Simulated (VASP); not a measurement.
A convergence study with VASP on Hf (hcp): one setting is varied, all else stays as given below, so the limit is that of these other settings.

```
CELL_PARAMETERS angstrom
      1.59500    -2.76262     0.00000
      1.59500     2.76262     0.00000
      0.00000     0.00000     5.05000
ATOMIC_POSITIONS crystal
  Hf 0.33333 0.66667 0.25000
  Hf 0.66667 0.33333 0.75000
```

All values below come from PBE GGA, VASP's PBE PAW potentials (set 64) (plane waves; VASP). The tightest run used: 550 eV cut-off, 19×19×10 Monkhorst-Pack mesh, first-order Methfessel-Paxton smearing of 0.10 eV, potentials Hf_pv.

### Question
The settings run are 1×1×1 mesh; 2×2×1 mesh; 3×3×2 mesh; 4×4×2 mesh; 5×5×3 mesh; 6×6×3 mesh; 7×7×4 mesh; 8×8×4 mesh; 9×9×5 mesh; 10×10×5 mesh; 11×11×6 mesh; 12×12×6 mesh; 13×13×7 mesh; 14×14×7 mesh; 15×15×8 mesh; 16×16×9 mesh; 17×17×9 mesh; 18×18×10 mesh; 19×19×10 mesh. From which on does the stress (every component) stay within 0.2 GPa of the tightest run?

### Answer
From 12×12×6 mesh on: it is off by 0.14 there and by no more than 0.2 in any finer run, while 11×11×6 mesh is off by 0.33.
```tsv
setting	E (eV/atom)	pressure (GPa)	irreducible k-points	difference judged (GPa)
1×1×1 mesh	-9.3386	47.47	1	98.33
2×2×1 mesh	-9.9394	0.50	2	24.94
3×3×2 mesh	-9.9198	1.07	3	3.42
4×4×2 mesh	-9.9732	0.94	6	0.24
5×5×3 mesh	-9.9222	0.38	10	1.11
6×6×3 mesh	-9.9236	1.17	24	0.92
7×7×4 mesh	-9.9214	1.58	16	1.02
8×8×4 mesh	-9.9221	0.94	40	0.06
9×9×5 mesh	-9.9271	0.83	36	0.54
10×10×5 mesh	-9.9241	0.98	90	0.11
11×11×6 mesh	-9.9235	0.80	48	0.33
12×12×6 mesh	-9.9238	0.90	126	0.14
13×13×7 mesh	-9.9241	1.00	84	0.12
14×14×7 mesh	-9.9241	0.97	224	0.02
15×15×8 mesh	-9.9242	0.85	108	0.18
16×16×9 mesh	-9.9249	0.94	360	0.07
17×17×9 mesh	-9.9253	0.94	165	0.06
18×18×10 mesh	-9.9247	0.92	450	0.05
19×19×10 mesh	-9.9245	0.98	200	0.00
```

Left out are rungs that failed or repeat a setting and relaxations that didn't move; long series are thinned to 24 rows.

The compound is Hf in the hcp structure. The cell was not relaxed at this level.
